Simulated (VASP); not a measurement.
A run of VASP 6.6.1 is set up as follows.

INCAR

```
ALGO = Normal
EDIFF = 1E-6
ENCUT = 520
ISIF = 2
ISMEAR = 0
KPAR = 8
LASPH = True
LCHARG = False
LMIXTAU = True
LREAL = False
LWAVE = False
METAGGA = R2SCAN
NELM = 150
PREC = Accurate
SIGMA = 0.1
```

File KPOINTS:

```
k-points
0
Gamma
  8 8 8
```

POSCAR

```
Ga2SnO
1.0
   -2.6992300000      2.6992300000      5.5465300000
    2.6992300000     -2.6992300000      5.5465300000
    2.6992300000      2.6992300000     -5.5465300000
Ga Sn O
4 2 2
Direct
    0.5324130000      0.6250000000      0.4074130000
    0.8750000000      0.4675870000      0.0925870000
    0.3750000000      0.7824130000      0.9074130000
    0.2175870000      0.1250000000      0.5925870000
    0.7500000000      0.2500000000      0.5000000000
    0.0000000000      0.0000000000      0.0000000000
    0.5000000000      0.5000000000      0.0000000000
    0.2500000000      0.7500000000      0.5000000000
```

Potentials or basis: VASP PAW PBE potentials, release 64 (Ga_d, Sn_d, O).

Command:

```sh
$ cat potpaw_PBE.64/Ga_d/POTCAR potpaw_PBE.64/Sn_d/POTCAR potpaw_PBE.64/O/POTCAR > POTCAR
$ mpirun -np 8 vasp_std > vasp.out
```

(1) Estimate the largest force.

(2) Predict the pressure.

(3) Estimate the band gap on the k mesh.

## Answers

(1) 0.108 eV/Å.

(2) -3.2 GPa.

(3) none (metal or under the smearing width).

Caveat: the PAW data sets were made with another functional, which shifts forces and pressure a little.
